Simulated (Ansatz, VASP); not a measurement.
# NaGeCl3: VASP beside Ansatz

Aim: how closely do two programs agree when they are given the same cell, functional and k mesh? The cell is generated by rule, not measured, and may not be a known phase. Of the first pair: The two relaxations start from unlike cells of this crystal (the structure described is Ansatz's start), so only their ends are compared.

Main program and level: Ansatz 0.2.0; plane waves, with VASP 6.6.1 beside it; relaxation of cell and atoms at PBEsol.

### 1. The structure

The structure is cubic, space group Pm-3m (No. 221). The conventional cell has a = 5.312 Å, b = 5.312 Å, c = 5.312 Å, α = 90.00°, β = 90.00°, γ = 90.00°. Na has 12 Cl at 3.76 Å nearest. Ge has 6 Cl at 2.66 Å nearest. Cl has 2 Ge at 2.66 Å nearest. Farther neighbours and most contacts between anions are not listed.

### 2. Ansatz: relaxation of cell and atoms, PBEsol, pair 1

Ansatz runs on its PAW soft_1 files.

The relaxed volume is the usual yardstick between codes: in a stiff, nearly cubic crystal its relative difference is about their pressure difference at one cell divided by the bulk modulus.

Input file input.yaml:

```yaml
crystal:
  lattice:
    - [5.3116, 0.0, 0.0]
    - [0.0, 5.3116, 0.0]
    - [0.0, 0.0, 5.3116]
  atoms:
    - { symbol: Na, position: [0.0, 0.0, 0.0] }
    - { symbol: Ge, position: [0.5, 0.5, 0.5] }
    - { symbol: Cl, position: [0.5, 0.5, 0.0] }
    - { symbol: Cl, position: [0.5, 0.0, 0.5] }
    - { symbol: Cl, position: [0.0, 0.5, 0.5] }
kpoints:
  mp_grid: { grid: [4, 4, 4] }
hamiltonian:
  xc: pbesol
  pseudopotentials: { kind: paw, azcp: { folder: soft_1 }, xc_functional: pbe }
scf:
  occupations: { method: gaussian, width: 0.02 }
output:
  forces: true
  stress: true
  eigenvalues: true
  write_density: true
  write_potential: true
  elf: true
  volumetric_format: npy
relax:
  adjacent_minimum: "off"
  f_tol: 0.005
  max_steps: 80
  cell: { stress_tol: 0.05 }
```

Command:

```bash
$ ansatz run input.yaml --threads 8 --pin off --max-ram 16384MiB --backend cpu --events-out ev --progress --plain --runs-dir out
```

Numbers of over 12 decimals in the logs are rounded to 6 here.

Log:

```text
Engine: ansatz 0.2.0, aarch64-unknown-linux-gnu
Pseudopotentials: kind: paw
Pseudopotential: Na, paw, valence charge 9, recommended cutoff 420 eV (normal), soft_1/Na.paw.azcp
Pseudopotential: Ge, paw, valence charge 14, recommended cutoff 420 eV (normal), soft_1/Ge.paw.azcp
Pseudopotential: Cl, paw, valence charge 7, recommended cutoff 420 eV (normal), soft_1/Cl.paw.azcp
Functional definition: PBEsol
  exchange = pbesol_x
  correlation = pbesol_c
Crystal: 5 atoms, lattice volume = 149.857 Å³
Basis set: ecut = 420 eV, 2945 PW (Γ), exchange–correlation on 72×72×72 points (8 copies of the dense FFT grid, shifted against one another)
Bands: 27, of which v1, the nominal top of the filled ones, is band 22 counted from 1 (21 counted from 0)
Symmetry: 48 space group operations
Space group: Pm-3m (ITA 221), of the structure as read, at distance tolerance 5.3e-5 Å
k-points: 10 of 64
Non-local potential: Na, projectors of the file, l = 0: 3, l = 1: 2, l = 2: 1
Non-local potential: Ge, projectors of the file, l = 0: 2, l = 1: 2, l = 2: 3, l = 3: 1
Non-local potential: Cl, projectors of the file, l = 0: 2, l = 1: 2, l = 2: 1
PAW form: soft (Blöchl's): semilocal exchange-correlation on the pseudo side does not see the compensation charge
PAW frozen core: Na, regenerated for the run's functional, and the local potential with it (the file was generated under x = pbe(κ = 0.804, μ = 0.219515), c = pbe(β = 0.066725))
PAW frozen core: Ge, regenerated for the run's functional, and the local potential with it (the file was generated under x = pbe(κ = 0.804, μ = 0.219515), c = pbe(β = 0.066725))
PAW frozen core: Cl, regenerated for the run's functional, and the local potential with it (the file was generated under x = pbe(κ = 0.804, μ = 0.219515), c = pbe(β = 0.066725))
PAW one-centre angular grid: Na, 110 points (default); XC on 64 Gauss nodes
PAW one-centre angular grid: Ge, 590 points (default); XC on 64 Gauss nodes
PAW one-centre angular grid: Cl, 110 points (default); XC on 64 Gauss nodes
Initial density: superposition of atomic densities (chi_scale 0.1, normalization cell, long waves kept (reshape's long-wave potential 0.02 eV rms))
Initial wavefunctions: pseudopotential atomic-orbital guess
Functional: x = pbesol(κ = 0.804, μ = 0.123457), c = pbesol(β = 0.046)
SCF iter   1: F=—  HF=-8918.210244 eV  |F-HF|=—  |Δ(HF+E_count)|=         —  Δρ=4.70e-2  dr2=2.71e0  ethr=3.10e-3  ⟨swp⟩=7.1  Hψ=1235  notcnv=0
preconditioner: auto → Resta (q_TF=auto, 2.224 Å⁻¹)  ε∞=3.7  [insulator: Δε(μ)=0.465 eV  Ē_g=9.344 eV  σ=0.020 eV  W_gap=1.00  n_scr=26 (ndim 8)  ℏωp=15.5 eV  f_vac=0.037  D(μ)=0.00/eV (n_scr^D=0)  ε∞_Penn≈3.7]
SCF iter   2: F=—  HF=-8917.147248 eV  |F-HF|=—  |Δ(HF+E_count)|=    1.06e0  Δρ=1.68e-2  dr2=4.53e-1  ethr=3.10e-3  ⟨swp⟩=3.0  Hψ=649  notcnv=0  defer=10
SCF iter   3: F=—  HF=-8916.986522 eV  |F-HF|=—  |Δ(HF+E_count)|=   1.61e-1  Δρ=5.57e-3  dr2=6.19e-2  ethr=1.03e-3  ⟨swp⟩=2.9  Hψ=523  notcnv=0  defer=10
SCF iter   4: F=—  HF=-8916.979688 eV  |F-HF|=—  |Δ(HF+E_count)|=   6.83e-3  Δρ=2.02e-3  dr2=7.70e-3  ethr=1.41e-4  ⟨swp⟩=3.0  Hψ=520  notcnv=0  defer=10
SCF iter   5: F=—  HF=-8916.979251 eV  |F-HF|=—  |Δ(HF+E_count)|=   4.37e-4  Δρ=7.07e-4  dr2=8.83e-4  ethr=1.75e-5  ⟨swp⟩=2.9  Hψ=527  notcnv=0  defer=10
SCF iter   6: F=—  HF=-8916.979819 eV  |F-HF|=—  |Δ(HF+E_count)|=   5.68e-4  Δρ=1.26e-4  dr2=2.98e-5  ethr=2.01e-6  ⟨swp⟩=2.0  Hψ=502  notcnv=0  defer=10
SCF iter   7: F=—  HF=-8916.979970 eV  |F-HF|=—  |Δ(HF+E_count)|=   1.51e-4  Δρ=6.66e-5  dr2=6.95e-6  ethr=6.76e-8  ⟨swp⟩=2.4  Hψ=498  notcnv=0  defer=9
SCF iter   8: F=—  HF=-8916.979972 eV  |F-HF|=—  |Δ(HF+E_count)|=   2.08e-6  Δρ=1.09e-5  dr2=3.79e-7  ethr=1.58e-8  ⟨swp⟩=2.0  Hψ=481  notcnv=0  defer=10
SCF iter   9: F=-8916.979973 eV  HF=-8916.979973 eV  |F-HF|=5.60e-8  |Δ(HF+E_count)|=   8.48e-7  Δρ=2.93e-6  dr2=2.68e-8  ethr=2.27e-10  ⟨swp⟩=16.8  Hψ=2179  notcnv=0
SCF 1 converged in 9 iterations: F = -8916.979973 eV  dr2 = 2.68e-8
  greatest PAW one-centre occupation: 0.999 electrons in one spin orbital (limit 2), on the Na atom at site 0 (counted from 0), in its partial waves of l = 0
relax step   1: F+E_penalty+E_count = -8916.97997307 eV  Δ(F+E_penalty+E_count) = +0.000e0 eV  max|allowed force component| = 1.408e-29 eV/Å  Δτ_max = 0.0000 Å  P = -2.324 GPa  Ω = 149.857 Å³  (9 SCF iters, dr2 threshold 1.00e-7 eV, accepted)
[...]
relax step   2: F+E_penalty+E_count = -8917.06857044 eV  Δ(F+E_penalty+E_count) = -8.860e-2 eV  max|allowed force component| = 3.951e-30 eV/Å  Δτ_max = 0.0000 Å  P = -1.030 GPa  Ω = 141.599 Å³  energy of the carried Pulay correction = +3.984e-4 eV  (6 SCF iters, dr2 threshold 5.00e-7 eV, accepted)
[...]
relax step   3: F+E_penalty+E_count = -8917.08537746 eV  Δ(F+E_penalty+E_count) = -1.681e-2 eV  max|allowed force component| = 6.317e-30 eV/Å  Δτ_max = 0.0000 Å  P = +0.187 GPa  Ω = 135.652 Å³  energy of the carried Pulay correction = +6.997e-4 eV  (6 SCF iters, dr2 threshold 5.00e-7 eV, accepted)
[...]
relax step   4: F+E_penalty+E_count = -8917.08581141 eV  Δ(F+E_penalty+E_count) = -4.339e-4 eV  max|allowed force component| = 5.036e-30 eV/Å  Δτ_max = 0.0000 Å  P = -0.011 GPa  Ω = 136.532 Å³  energy of the carried Pulay correction = +6.543e-4 eV  (5 SCF iters, dr2 threshold 8.73e-8 eV, accepted)
[...]
relax step   5: F+E_penalty+E_count = -8917.08515665 eV  Δ(F+E_penalty+E_count) = +6.548e-4 eV  max|allowed force component| = 4.589e-30 eV/Å  Δτ_max = 0.0000 Å  P = -0.012 GPa  Ω = 136.532 Å³  stress off target by 1.17e-2 GPa  SCF on the basis re-selected at this cell (its energy is not comparable with the rows above)  (6 SCF iters)
basis re-selected at this cell: Δ(F+E_penalty+E_count) = +6.548e-4 eV, ΔP = -0.000 GPa vs the last step (what re-selecting the basis moved, of the pressure what is left beyond the Pulay correction that the steps carried, after the strain that the cell walked since its last selection, with what the two solves' SCF thresholds leave and, on support functions, any second-order correction that the steps lacked; it is no m [...]
SCF converged after 6 iterations
Free energy (F): -8917.085157 eV
Harris-Foulkes:  -8917.085157 eV  (|F-HF|=9.09e-12)
Internal energy: -8917.085157 eV  (E = F + TS)
E sigma→0 (E₀):  -8917.085157 eV
Fermi energy:    4.567839 eV
--- Per-component energies (eV) ---
  E_band       = -518.471797
  E_kinetic    = 660.625460
  E_local      = -5028.247801  (includes V_loc(G=0)·N_el)
  E_nonlocal   = 585.556249
  E_hartree    = 2052.779212
  E_xc         = -427.023097
  E_vxc        = -460.264134  (∫ρ·V_xc dr)
  E_paw        = -4171.123979  (= ΣΔE_a)
  E_vpaw       = -381.700374  (= ΣTr[D̂ρ^β])
  E_aug_tail   = 0.000358  (compensation charges beyond the density's cutoff)
  E_ewald      = -2590.859487
  E_core_change = 1.207928  (= ΣΔE_core)
  E_smearing   = -0.000000  (= −TS)
  E_closure    = -0.000000  (closes the sum)
  Σ components = -8917.085157   (vs F -8917.085157, Δ=0.00e0)
--- Forces (eV/Å), atoms counted from 1 ---
  atom   1  Na    -0.00000000    -0.00000000     0.00000000
  atom   2  Ge     0.00000000    -0.00000000     0.00000000
  atom   3  Cl     0.00000000     0.00000000     0.00000000
  atom   4  Cl    -0.00000000    -0.00000000     0.00000000
  atom   5  Cl    -0.00000000    -0.00000000     0.00000000
  max |Σ_I F_I| component: 4.70e-30 eV/Å
--- Stress (GPa, compression-positive) ---
       -0.011651      -0.000000      -0.000000
       -0.000000      -0.011651       0.000000
       -0.000000       0.000000      -0.011651
  P = ⅓ Tr σ = -0.0117 GPa (-0.117 kbar)
--- Band table (eV; the first three rows and the last of 10) ---
  k-point 0: bands = [... 18 lower, 0.6184, 0.6964, 0.6964, 0.6964, 5.3105, 9.3696, 9.3696, 9.3807, ... 1 higher]
  k-point 1: bands = [... 18 lower, 0.5349, 0.6717, 0.6717, 0.8844, 5.9339, 7.8769, 8.8704, 9.2391, ... 1 higher]
  k-point 2: bands = [... 18 lower, 0.4551, 0.6756, 0.6756, 1.9006, 5.8356, 7.0925, 7.7316, 9.2588, ... 1 higher]
  k-point 9: bands = [... 18 lower, 1.2602, 1.2602, 1.2602, 4.3621, 4.7746, 4.7746, 4.7746, 6.2832, ... 1 higher]
--- Relaxed structure (4 steps of the walk, 4 accepted, 1 SCFs on fresh bases) ---
  F+E_penalty+E_count = -8917.08515665 eV   max|allowed force component| = 4.589e-30 eV/Å   (the final SCF, on the basis selected at the relaxed cell)
  cell:  # Å, volume = 136.5322 Å³
    - [5.149263, 0, 0]
    - [0, 5.149263, 0]
    - [0, 0, 5.149263]
  atoms:
    - { symbol: Na, position: [0, 0, 0] }
    - { symbol: Ge, position: [0.5, 0.5, 0.5] }
    - { symbol: Cl, position: [0.5, 0.5, 0] }
    - { symbol: Cl, position: [0.5, 0, 0.5] }
    - { symbol: Cl, position: [0, 0.5, 0.5] }
```

### 3. VASP: relaxation of cell and atoms, PBEsol, pair 1

Its own start cell and the same functional, mesh and smearing now go to VASP, with its own data sets.

Lines of VASP's logs that name or quote its potential files are left out, and so is its time.

Input file INCAR:

```
SYSTEM = NaGeCl3
PREC = Accurate
ENCUT = 500
EDIFF = 1E-07
NELM = 120
ISMEAR = 0
SIGMA = 0.02
LREAL = .FALSE.
ALGO = Normal
GGA = PS
NBANDS = 27
LORBIT = 11
LWAVE = .FALSE.
LCHARG = .FALSE.
ISIF = 3
IBRION = 2
NSW = 80
EDIFFG = -0.005
LASPH = .TRUE.
GGA_COMPAT = .FALSE.
NELMIN = 4
EFERMI = MIDGAP
KPAR = 2
```

Input file POSCAR:

```
NaGeCl3
1.0
    5.1486897385      0.0000000000      0.0000000000
    0.0000000000      5.1486897385      0.0000000000
    0.0000000000      0.0000000000      5.1486897385
Na Ge Cl
1 1 3
Direct
    0.0000000000      0.0000000000      0.0000000000
    0.5000000000      0.5000000000      0.5000000000
    0.5000000000      0.5000000000      0.0000000000
    0.5000000000      0.0000000000      0.5000000000
    0.0000000000      0.5000000000      0.5000000000
```

Input file KPOINTS:

```
Automatic mesh
0
Gamma
4 4 4
0 0 0
```

PAW data sets: Na_pv, Ge_d and Cl (PBE family, release 64).

Command:

```bash
$ mpirun -np 2 vasp_std
```

Log:

```text
[banner, memory and clock lines left out]
running    2 mpi-ranks, on    1 nodes
 distrk:  each k-point on    1 cores,    2 groups
 distr:  one band on    1 cores,    1 groups

 POSCAR found type information on POSCAR NaGeCl
 POSCAR found :  3 types and       5 ions
|                                                                             |
|               ----> ADVICE to this user running VASP <----                  |
|                                                                             |
|     You enforced a specific xc type in the INCAR file but a different       |
|     [... a line on the potential file left out ...]
|     I HOPE YOU KNOW WHAT YOU ARE DOING!                                     |
|                                                                             |

 LDA part: xc-table for (Slater+PW92), standard interpolation
 POSCAR, INCAR and KPOINTS ok, starting setup
 FFT: planning ... GRIDC
 FFT: planning ... GRID_SOFT
 FFT: planning ... GRID
 WAVECAR not read
 entering main loop
       N       E                     dE             d eps       ncg     rms          rms(c)
DAV:   1     0.412039844139E+03    0.41204E+03   -0.19648E+04   642   0.225E+03
DAV:   2     0.457384056935E+02   -0.36630E+03   -0.35459E+03   615   0.608E+02
DAV:   3    -0.148165037432E+02   -0.60555E+02   -0.59217E+02   622   0.167E+02
DAV:   4    -0.180900986746E+02   -0.32736E+01   -0.32587E+01   666   0.469E+01
DAV:   5    -0.181758391214E+02   -0.85740E-01   -0.85573E-01   693   0.720E+00    0.712E+00
DAV:   6    -0.176536594209E+02    0.52218E+00   -0.95553E-01   727   0.649E+00    0.423E+00
DAV:   7    -0.176032428787E+02    0.50417E-01   -0.26305E-01   695   0.269E+00    0.170E+00
DAV:   8    -0.175992711580E+02    0.39717E-02   -0.34858E-02   621   0.175E+00    0.200E-01
DAV:   9    -0.175986443963E+02    0.62676E-03   -0.40398E-03   725   0.615E-01    0.121E-01
DAV:  10    -0.175986974717E+02   -0.53075E-04   -0.13702E-03   555   0.278E-01    0.297E-02
DAV:  11    -0.175986993523E+02   -0.18806E-05   -0.12394E-04   757   0.125E-01    0.123E-02
DAV:  12    -0.175987003941E+02   -0.10418E-05   -0.14339E-05   664   0.409E-02    0.494E-03
DAV:  13    -0.175987006802E+02   -0.28610E-06   -0.20905E-06   658   0.158E-02    0.167E-03
DAV:  14    -0.175987006516E+02    0.28567E-07   -0.16757E-07   529   0.306E-03
   1 F= -.17598701E+02 E0= -.17598701E+02  d E =-.175987E+02
 curvature:   0.00 expect dE= 0.000E+00 dE for cont linesearch  0.000E+00
 trial: gam= 0.00000 g(F)=  0.000E+00 g(S)=  0.374E-04 ort = 0.000E+00 (trialstep = 0.100E+01)
 search vector abs. value=  0.374E-04
 bond charge predicted
       N       E                     dE             d eps       ncg     rms          rms(c)
DAV:   1    -0.175990780885E+02   -0.37741E-03   -0.64810E-03   737   0.924E-01    0.117E-01
DAV:   2    -0.175987904813E+02    0.28761E-03   -0.49441E-04   723   0.209E-01    0.490E-02
DAV:   3    -0.175987313730E+02    0.59108E-04   -0.14431E-04   729   0.117E-01    0.236E-02
DAV:   4    -0.175987270597E+02    0.43132E-05   -0.62523E-06   729   0.180E-02    0.767E-03
DAV:   5    -0.175987269007E+02    0.15903E-06   -0.11126E-06   501   0.623E-03    0.187E-03
DAV:   6    -0.175987270641E+02   -0.16341E-06   -0.11153E-07   387   0.469E-03    0.735E-04
DAV:   7    -0.175987271710E+02   -0.10692E-06   -0.19926E-08   315   0.152E-03    0.206E-04
DAV:   8    -0.175987271579E+02    0.13099E-07   -0.54019E-09   300   0.822E-04
   2 F= -.17598727E+02 E0= -.17598727E+02  d E =-.265063E-04
 trial-energy change:   -0.000027  1 .order   -0.000025   -0.000037   -0.000013
 step:   1.3829(harm=  1.5443)  dis= 0.00000  next Energy=   -17.598730 (dE=-0.291E-04)
 reached required accuracy - stopping structural energy minimisation
```

From OUTCAR (step 3):

```text
ion  position               nearest neighbor table
   1  0.000  0.000  0.000-
   2  0.500  0.500  0.500-   3 2.57   4 2.57   5 2.57   3 2.57   4 2.57   5 2.57
   3  0.500  0.500  0.000-   2 2.57   2 2.57
   4  0.500  0.000  0.500-   2 2.57   2 2.57
   5  0.000  0.500  0.500-   2 2.57   2 2.57

  LATTYP: Found a simple cubic cell.
 ALAT       =     5.1486897385

 Subroutine GETGRP returns: Found 48 space group operations
 (whereof 48 operations were pure point group operations)

The static configuration has the point symmetry O_h .

 Found     10 irreducible k-points:

   k-points           NKPTS =     10   k-points in BZ     NKDIM =     10   number of bands    NBANDS=     27

   dimension x,y,z NGX =    40 NGY =   40 NGZ =   40
   dimension x,y,z NGXF=    80 NGYF=   80 NGZF=   80

   ENCUT  =  500.0 eV  36.75 Ry    6.06 a.u.   9.39  9.39  9.39*2*pi/ulx,y,z

   NELECT =      42.0000    total number of electrons

 k-points in reciprocal lattice and weights: Automatic mesh
   0.00000000  0.00000000  0.00000000       0.016
   0.25000000  0.00000000  0.00000000       0.094
   0.50000000  0.00000000  0.00000000       0.047
   0.25000000  0.25000000  0.00000000       0.188
   0.50000000  0.25000000  0.00000000       0.188
   0.50000000  0.50000000  0.00000000       0.047
   0.25000000  0.25000000  0.25000000       0.125
   0.50000000  0.25000000  0.25000000       0.188
   0.50000000  0.50000000  0.25000000       0.094
   0.50000000  0.50000000  0.50000000       0.016

 average (electrostatic) potential at core
       1 -48.6730       2 -77.3435       3 -93.8616       4 -93.8616       5 -93.8616

 E-fermi :   2.9823

 k-point     1 :       0.0000    0.0000    0.0000
  band No.  band energies     occupation
    ...
     17      -0.9890      2.00000
     18      -0.9890      2.00000
     19      -0.9088      2.00000
     20      -0.9088      2.00000
     21      -0.9088      2.00000
     22       3.7055      0.00000
     23       7.7948      0.00000
     24       7.7948      0.00000
     25       7.8427      0.00000
     26       7.8427      0.00000
    ...

 k-point     2 :       0.2500    0.0000    0.0000
  band No.  band energies     occupation
    ...
     17      -1.1534      2.00000
     18      -1.0729      2.00000
     19      -0.9343      2.00000
     20      -0.9343      2.00000
     21      -0.7163      2.00000
     22       4.3302      0.00000
     23       6.3007      0.00000
     24       7.2801      0.00000
     25       7.6739      0.00000
     26       7.6739      0.00000
    ...

 k-point     3 :       0.5000    0.0000    0.0000
  band No.  band energies     occupation
    ...
     17      -1.3536      2.00000
     18      -1.1531      2.00000
     19      -0.9305      2.00000
     20      -0.9305      2.00000
     21       0.3090      2.00000
     22       4.2518      0.00000
     23       5.4907      0.00000
     24       6.1320      0.00000
     25       7.6842      0.00000
     26       7.6842      0.00000
    ...

  Total       -0.0126658     -0.0126658     -0.0126658      0.0000000      0.0000000     -0.0000000
  in kB       -0.1488352     -0.1488352     -0.1488352      0.0000000      0.0000000     -0.0000000
  external PRESSURE =      -0.1488352 kB  Pullay stress =       0.0000000 kB

  energy-cutoff  :      500.00
  volume of cell :      136.34
      direct lattice vectors                 reciprocal lattice vectors
     5.146904571  0.000000000 -0.000000000     0.194291537  0.000000000 -0.000000000
    -0.000000000  5.146904571  0.000000000    -0.000000000  0.194291537  0.000000000
     0.000000000  0.000000000  5.146904571     0.000000000  0.000000000  0.194291537

 POSITION                                       TOTAL-FORCE (eV/Angst)
 -----------------------------------------------------------------------------------
      0.00000      0.00000      0.00000         0.000000      0.000000      0.000000
      2.57345      2.57345      2.57345        -0.000000      0.000000      0.000000
      2.57345      2.57345     -0.00000         0.000000      0.000000      0.000000
      2.57345      0.00000      2.57345         0.000000      0.000000      0.000000
     -0.00000      2.57345      2.57345         0.000000      0.000000      0.000000
 -----------------------------------------------------------------------------------
    total drift:                                0.000000      0.000000     -0.000000

  FREE ENERGIE OF THE ION-ELECTRON SYSTEM (eV)
  ---------------------------------------------------
  free  energy   TOTEN  =       -17.5987271579 eV

  energy  without entropy=      -17.5987271579  energy(sigma->0) =      -17.59872716

 reached required accuracy - stopping structural energy minimisation

 total charge
# of ion       s       p       d       tot
------------------------------------------
    1        0.010   5.954   0.000   5.964
    2        1.415   0.593  10.052  12.061
    3        1.594   3.487   0.000   5.081
    4        1.594   3.487   0.000   5.081
    5        1.594   3.487   0.000   5.081
--------------------------------------------------
tot          6.207  17.009  10.052  33.268

[... 3 further parts left out ...]
```

### 4. Side by side

Known differences besides the potentials themselves: the data sets hold 44 valence electrons in Ansatz (on its PAW soft_1 files) and 42 in VASP; the cutoff is 420 eV in Ansatz and 500 eV in VASP; Ansatz makes its cores anew for this functional, VASP keeps those of its PBE data sets; Ansatz adds a Pulay correction to the stress that steers its cell, VASP none. Total energies have different zeros and are not compared.

The two programs side by side:

```csv
quantity,Ansatz,VASP,difference
volume (Å³),136.53,136.34,+0.14 %
"edge a after relaxation, in the typed setting (Å)",5.149,5.147,+0.05 %
```

[end of part 1 of 2]

[Lines on the potential files, build, host, timing and source positions are cut from VASP's logs without a mark.]

[Logs are printed without paths, hosts, clocks, repeated set-up lines and the standing remarks that a program may print on its own settings, such as how far it seeks lower states.]

[Hosts, paths, dates, database ids (printed as entryN), source tags and the programs' standing remarks are cut or masked in the printed files.]
